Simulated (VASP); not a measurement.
All values below come from SCAN meta-GGA, VASP's PBE PAW potentials (set 64) (plane waves; VASP 6.6.1).

VASP input:

**POSCAR**
```
Mo
1
   -1.5739921259     1.5739921259     1.5739921259
    1.5739921259    -1.5739921259     1.5739921259
    1.5739921259     1.5739921259    -1.5739921259
Mo
1
Direct
  0.0000000000   0.0000000000   0.0000000000
```

### KPOINTS
```
K-points
0
G
  18 18 18
```

File KPOINTS_OPT:
```
k-points along high-symmetry lines
10
Line-mode
Reciprocal
  0.000000   0.000000   0.000000 ! GAMMA
  0.500000  -0.500000   0.500000 ! H

  0.500000  -0.500000   0.500000 ! H
  0.000000   0.000000   0.500000 ! N

  0.000000   0.000000   0.500000 ! N
  0.000000   0.000000   0.000000 ! GAMMA

  0.000000   0.000000   0.000000 ! GAMMA
  0.250000   0.250000   0.250000 ! P

  0.250000   0.250000   0.250000 ! P
  0.500000  -0.500000   0.500000 ! H

  0.250000   0.250000   0.250000 ! P
  0.000000   0.000000   0.500000 ! N
```

INCAR:
```
SYSTEM = Mo
PREC = Accurate
ENCUT = 520
EDIFF = 1E-7
NELM = 100
ALGO = Normal
LREAL = .FALSE.
LASPH = .TRUE.
ISMEAR = -5
METAGGA = SCAN
LMIXTAU = .TRUE.
LMAXMIX = 4
LWAVE = .FALSE.
LCHARG = .FALSE.
LORBIT = 11
NEDOS = 601
ISIF = 2
```

POTCAR, in this order: Mo_sv (PBE.64 set). Program: vasp_std.

Output

### OSZICAR
```
       N       E                     dE             d eps       ncg     rms          rms(c)
DAV:   1     0.639957692836E+02    0.63996E+02   -0.84193E+03  4301   0.133E+03
DAV:   2    -0.395998575326E+02   -0.10360E+03   -0.10057E+03  4686   0.354E+02
DAV:   3    -0.409477535636E+02   -0.13479E+01   -0.13339E+01  4952   0.402E+01
DAV:   4    -0.409514975116E+02   -0.37439E-02   -0.37470E-02  4653   0.247E+00
DAV:   5    -0.409515193392E+02   -0.21828E-04   -0.21842E-04  5065   0.183E-01    0.189E+01
DAV:   6    -0.342043255528E+02    0.67472E+01   -0.44779E+00  4533   0.284E+01    0.207E+00
DAV:   7    -0.348671910201E+02   -0.66287E+00   -0.31279E-01  4386   0.760E+00    0.182E+00
DAV:   8    -0.345199512084E+02    0.34724E+00   -0.60722E-01  4665   0.972E+00    0.257E+00
DAV:   9    -0.348615685612E+02   -0.34162E+00   -0.25220E-01  4566   0.506E+00    0.875E-01
DAV:  10    -0.348829865004E+02   -0.21418E-01   -0.56215E-02  4329   0.321E+00    0.520E-01
DAV:  11    -0.348904800269E+02   -0.74935E-02   -0.21920E-02  4461   0.224E+00    0.607E-02
DAV:  12    -0.348936802275E+02   -0.32002E-02   -0.56512E-02  4389   0.259E+00    0.158E-01
DAV:  13    -0.348837397039E+02    0.99405E-02   -0.17616E-02  4323   0.164E+00    0.868E-02
DAV:  14    -0.348932700059E+02   -0.95303E-02   -0.15068E-02  4329   0.150E+00    0.112E-01
DAV:  15    -0.348845264123E+02    0.87436E-02   -0.24650E-02  4311   0.201E+00    0.852E-02
DAV:  16    -0.348840273085E+02    0.49910E-03   -0.12176E-03  4428   0.496E-01    0.546E-02
DAV:  17    -0.348840256844E+02    0.16242E-05   -0.86492E-05  4704   0.135E-01    0.303E-02
DAV:  18    -0.348840727393E+02   -0.47055E-04   -0.36240E-04  4335   0.228E-01    0.368E-03
DAV:  19    -0.348840792428E+02   -0.65035E-05   -0.76610E-06  4892   0.448E-02    0.687E-03
DAV:  20    -0.348840540041E+02    0.25239E-04   -0.91350E-06  4305   0.399E-02    0.131E-03
DAV:  21    -0.348840417971E+02    0.12207E-04   -0.46392E-06  4359   0.276E-02    0.282E-04
DAV:  22    -0.348840269098E+02    0.14887E-04   -0.73584E-06  4392   0.311E-02    0.163E-03
DAV:  23    -0.348840287355E+02   -0.18257E-05   -0.16657E-07  4773   0.482E-03    0.121E-03
DAV:  24    -0.348840320577E+02   -0.33221E-05   -0.28347E-07  4401   0.617E-03    0.284E-04
DAV:  25    -0.348840324515E+02   -0.39389E-06   -0.10166E-08  2223   0.136E-03    0.158E-04
DAV:  26    -0.348840333259E+02   -0.87432E-06   -0.19391E-08  2208   0.165E-03    0.247E-05
DAV:  27    -0.348840329899E+02    0.33592E-06   -0.37561E-09  2208   0.838E-04    0.541E-05
DAV:  28    -0.348840329862E+02    0.37021E-08   -0.94419E-11  2217   0.147E-04
   1 F= -.34884033E+02 E0= -.34884033E+02  d E =0.000000E+00
       N       E                     dE             ncg
```

### OUTCAR
```
------------------------ aborting loop because EDIFF is reached ----------------------------------------
  FORCE on cell =-STRESS in cart. coord.  units (eV):
  Direction    XX          YY          ZZ          XY          YZ          ZX
  --------------------------------------------------------------------------------------
  Total        0.0073908      0.0073908      0.0073908      0.0000000      0.0000000      0.0000000
  in kB        0.7591617      0.7591617      0.7591617      0.0000000      0.0000000      0.0000000
  external PRESSURE =       0.7591617 kB  Pullay stress =       0.0000000 kB
  volume of cell :       15.60
      direct lattice vectors                 reciprocal lattice vectors
    -1.573992126  1.573992126  1.573992126     0.000000000  0.317663597  0.317663597
     1.573992126 -1.573992126  1.573992126     0.317663597  0.000000000  0.317663597
     1.573992126  1.573992126 -1.573992126     0.317663597  0.317663597  0.000000000
 POSITION                                       TOTAL-FORCE (eV/Angst)
 -----------------------------------------------------------------------------------
      0.00000      0.00000      0.00000         0.000000     -0.000000      0.000000
 -----------------------------------------------------------------------------------
    total drift:                                0.000000     -0.000000     -0.000000
  FREE ENERGIE OF THE ION-ELECTRON SYSTEM (eV)
  ---------------------------------------------------
  free  energy   TOTEN  =       -34.8840329862 eV

  energy  without entropy=      -34.8840329862  energy(sigma->0) =      -34.88403299

 total charge

# of ion       s       p       d       tot
------------------------------------------
    1        2.387   6.221   3.857  12.464
```
(Selected blocks of OUTCAR.)

For a metal the tetrahedron method with Blöchl corrections gives inexact stress and forces.

The compound is Mo in the bcc structure. It was relaxed first.
